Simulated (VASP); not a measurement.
Output of a VASP run:

### OSZICAR
```
       N       E                     dE             d eps       ncg     rms          rms(c)
DAV:   1     0.494868524610E+03    0.49487E+03   -0.21014E+04   960   0.189E+03
DAV:   2    -0.626472865736E+01   -0.50113E+03   -0.48000E+03  1064   0.552E+02
DAV:   3    -0.811435057613E+02   -0.74879E+02   -0.73484E+02  1328   0.200E+02
DAV:   4    -0.860678009289E+02   -0.49243E+01   -0.49185E+01  1392   0.478E+01
DAV:   5    -0.863291023492E+02   -0.26130E+00   -0.26116E+00  1472   0.887E+00    0.293E+01
DAV:   6    -0.629132770721E+02    0.23416E+02   -0.41901E+01  1384   0.780E+01    0.153E+01
DAV:   7    -0.626269513690E+02    0.28633E+00   -0.47248E+00  1280   0.154E+01    0.941E+00
DAV:   8    -0.648966777612E+02   -0.22697E+01   -0.12710E+00  1160   0.109E+01    0.550E+00
DAV:   9    -0.629243948838E+02    0.19723E+01   -0.68800E-01  1080   0.857E+00    0.722E-01
DAV:  10    -0.633353940049E+02   -0.41100E+00   -0.30361E-01  1176   0.463E+00    0.689E-01
DAV:  11    -0.633646480772E+02   -0.29254E-01   -0.23018E-02  1392   0.102E+00    0.713E-01
DAV:  12    -0.633908545737E+02   -0.26206E-01   -0.25726E-03  1120   0.556E-01    0.925E-01
DAV:  13    -0.634097386387E+02   -0.18884E-01   -0.66876E-02  1072   0.252E+00    0.101E+00
DAV:  14    -0.634135116303E+02   -0.37730E-02   -0.47263E-03  1144   0.618E-01    0.764E-01
DAV:  15    -0.634136222747E+02   -0.11064E-03   -0.19631E-04  1312   0.113E-01    0.768E-01
DAV:  16    -0.634126935757E+02    0.92870E-03   -0.49587E-04  1048   0.183E-01    0.621E-01
DAV:  17    -0.634130077841E+02   -0.31421E-03   -0.41012E-03  1136   0.594E-01    0.139E-01
DAV:  18    -0.634128909574E+02    0.11683E-03   -0.41632E-04  1352   0.183E-01    0.109E-01
DAV:  19    -0.634129464692E+02   -0.55512E-04   -0.28102E-05  1296   0.577E-02    0.844E-02
DAV:  20    -0.634129519788E+02   -0.55096E-05   -0.28254E-05  1104   0.604E-02    0.384E-02
DAV:  21    -0.634129591142E+02   -0.71354E-05   -0.11420E-05  1288   0.338E-02    0.152E-02
DAV:  22    -0.634129668414E+02   -0.77272E-05   -0.89469E-06  1312   0.272E-02    0.101E-02
DAV:  23    -0.634129671233E+02   -0.28186E-06   -0.12569E-06   648   0.102E-02
   1 F= -.63412967E+02 E0= -.63412967E+02  d E =-.335466E-11  mag=     0.0000    -0.0000     0.0000
       N       E                     dE             ncg
       N       E                     dE             ncg
       N       E                     dE             ncg
       N       E                     dE             ncg
       N       E                     dE             ncg
```

File OUTCAR:
```
------------------------ aborting loop because EDIFF is reached ----------------------------------------
  FORCE on cell =-STRESS in cart. coord.  units (eV):
  Direction    XX          YY          ZZ          XY          YZ          ZX
  --------------------------------------------------------------------------------------
  Total        0.0004172      0.0004172      0.0004172      0.0000000     -0.0000000     -0.0000000
  in kB        0.0111564      0.0111564      0.0111564      0.0000000     -0.0000000     -0.0000000
  external PRESSURE =       0.0111564 kB  Pullay stress =       0.0000000 kB
  volume of cell :       59.92
      direct lattice vectors                 reciprocal lattice vectors
     3.913155891  0.000000000  0.000000000     0.255548214  0.000000000  0.000000000
     0.000000000  3.913155891  0.000000000     0.000000000  0.255548214  0.000000000
     0.000000000  0.000000000  3.913155891     0.000000000  0.000000000  0.255548214
 POSITION                                       TOTAL-FORCE (eV/Angst)
 -----------------------------------------------------------------------------------
      0.00000      0.00000      0.00000         0.000000      0.000000      0.000000
      1.95658      1.95658      1.95658         0.000000      0.000000      0.000000
      1.95658      0.00000      1.95658         0.000000      0.000000      0.000000
      0.00000      1.95658      1.95658         0.000000      0.000000      0.000000
      1.95658      1.95658      0.00000         0.000000      0.000000      0.000000
 -----------------------------------------------------------------------------------
    total drift:                                0.000000      0.000000      0.000000
  FREE ENERGIE OF THE ION-ELECTRON SYSTEM (eV)
  ---------------------------------------------------
  free  energy   TOTEN  =       -63.4129671233 eV

  energy  without entropy=      -63.4129671233  energy(sigma->0) =      -63.41296712

 Ion:    1  E_soc:     -0.1614645

 Ion:    2  E_soc:     -0.0095405

 Ion:    3  E_soc:     -0.0002077

 Ion:    4  E_soc:     -0.0002077

 Ion:    5  E_soc:     -0.0002077
```
(Selected blocks of OUTCAR.)

POSCAR:
```
SrTiO3
1
    3.9131558912     0.0000000000    -0.0000000000
    0.0000000000     3.9131558912     0.0000000000
   -0.0000000000     0.0000000000     3.9131558912
Sr Ti O
1 1 3
Direct
  0.0000000000   0.0000000000   0.0000000000
  0.5000000000   0.5000000000   0.5000000000
  0.5000000000   0.0000000000   0.5000000000
  0.0000000000   0.5000000000   0.5000000000
  0.5000000000   0.5000000000   0.0000000000
```

Problem. Reconstruct the remaining input files.

Solution. One answer among several that fit: the input of the run itself, r2SCAN meta-GGA with spin-orbit coupling, plane waves, VASP's PBE PAW potentials (set 64).

**KPOINTS**
```
Automatic mesh
0
Gamma
5 5 5
0 0 0
```

INCAR:
```
SYSTEM = SrTiO3
PREC = Accurate
ENCUT = 520
EDIFF = 1E-6
NELM = 100
ALGO = Normal
LREAL = .FALSE.
LASPH = .TRUE.
ISMEAR = 0
SIGMA = 0.05
METAGGA = R2SCAN
LMIXTAU = .TRUE.
LMAXMIX = 4
LWAVE = .FALSE.
LCHARG = .FALSE.
LSORBIT = .TRUE.
MAGMOM = 0 0 0 0 0 0 0 0 0 0 0 0 0 0 0
GGA_COMPAT = .FALSE.
```

File KPOINTS_OPT:
```
k-points along high-symmetry lines
8
Line-mode
Reciprocal
  0.000000   0.000000   0.000000 ! GAMMA
  0.000000   0.500000   0.000000 ! X

  0.000000   0.500000   0.000000 ! X
  0.500000   0.500000   0.000000 ! M

  0.500000   0.500000   0.000000 ! M
  0.000000   0.000000   0.000000 ! GAMMA

  0.000000   0.000000   0.000000 ! GAMMA
  0.500000   0.500000   0.500000 ! R

  0.500000   0.500000   0.500000 ! R
  0.000000   0.500000   0.000000 ! X

  0.500000   0.500000   0.500000 ! R
  0.500000   0.500000   0.000000 ! M
```

POTCAR, in this order: Sr_sv Ti_sv O (PBE.64 set). Program: vasp_ncl.

The compound is SrTiO3 in the cubic perovskite structure, the ideal cubic form; the compound distorts at low or room temperature. It was relaxed first.
